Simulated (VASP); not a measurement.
The system is Ga2SnO.

```
Ga Sn O
1.0
     2.38067   -3.35460    0.00000
     2.38067    3.35460    0.00000
     0.00000    0.00000    4.87825
Ga Sn O
2 1 1
Direct
  0.00000 0.00000 0.50000
  0.00000 0.00000 0.00000
  0.50000 0.50000 0.50000
  0.50000 0.50000 0.00000
```

The cell was built by a generator and needn't be a form met in nature.

* Program: VASP 6.6.1
* Task: relaxation of cell and atoms
* Functional: PBE
* Potentials or basis: VASP PAW PBE potentials, release 64 (Ga_d, Sn_d, O)
* Cutoff: 520 eV
* k mesh: 4 × 4 × 3
* Occupations: gaussian, width 0.15 eV
* Spin: no spin polarisation

At the start: pressure 5.6 GPa; volume 19.48 Å³/atom.

Q: How do energy, volume and symmetry change on relaxing?

A: Over 10 steps the energy falls by 214.7 meV/atom and the volume is 18.58 Å³/atom (-4.6 %); space group P4/mmm (No. 123, to 0.05 Å).

The path:
```tsv
step	energy change (eV)	largest force (eV/Å)	pressure (GPa)	volume (Å³)
1	0.0000	0.0000	5.61	77.92
2	-0.4462	0.0000	-3.33	85.49
3	-0.4485	0.0000	-3.88	85.98
4	-0.6425	0.0000	-2.78	81.21
5	-0.7716	0.0000	0.29	75.73
6	-0.7752	0.0000	1.23	74.45
7	-0.8428	0.0000	1.68	72.35
8	-0.8439	0.0000	1.47	72.59
9	-0.8586	0.0000	-0.54	74.39
10	-0.8587	0.0000	0.05	74.30
```

Final structure:
```yaml
crystal:
  lattice:
    - [2.76100, -2.75658, 0.00000]
    - [2.76100, 2.75658, 0.00000]
    - [0.00000, 0.00000, 4.88125]
  atoms:
    - { symbol: Ga, position: [0.00000, 0.00000, 0.50000] }
    - { symbol: Ga, position: [0.00000, 0.00000, 0.00000] }
    - { symbol: Sn, position: [0.50000, 0.50000, 0.50000] }
    - { symbol: O, position: [0.50000, 0.50000, 0.00000] }
```

Caveat: the k mesh is coarse (spacing up to 0.43 Å⁻¹), so the values aren't converged.
